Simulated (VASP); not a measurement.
Consider the following.

```
SnSe
1.0
    0.00000     2.97754     2.97754
    2.97754     0.00000     2.97754
    2.97754     2.97754     0.00000
Sn Se
1 1
Direct
  0.00000   0.00000   0.00000
  0.25000   0.25000   0.25000
```

These are PBEsol GGA, VASP's PBE PAW potentials (set 64) (plane waves; VASP 6.6.1) values and carry that method's errors. Run with 500 eV cut-off, 11×11×11 Γ-centred mesh, first-order Methfessel-Paxton smearing of 0.10 eV, potentials Sn_d Se.

Question: The ions, cell shape and volume at an external pressure of 20.0 GPa are relaxed. Which structure does the run end with?

Answer: 
```
SnSe
1.0
    0.00000     2.97394     2.97394
    2.97394     0.00000     2.97394
    2.97394     2.97394     0.00000
Sn Se
1 1
Direct
  0.00000   0.00000   0.00000
  0.25000   0.25000   0.25000
```
Space group F-43m (216), at a tolerance of 0.03 Å.

Question: How do energy and volume change from the first to the last step?

Answer: The energy (σ→0) changes by +11.8 meV/atom and the volume by -0.4 %, in 3 ionic steps.

The structure was generated: SnSe was put into the zinc blende type (F-43m), which need not be its known phase. This run relaxes it under an external pressure of 20 GPa. Symmetry was kept, so distortions that lower it aren't found.
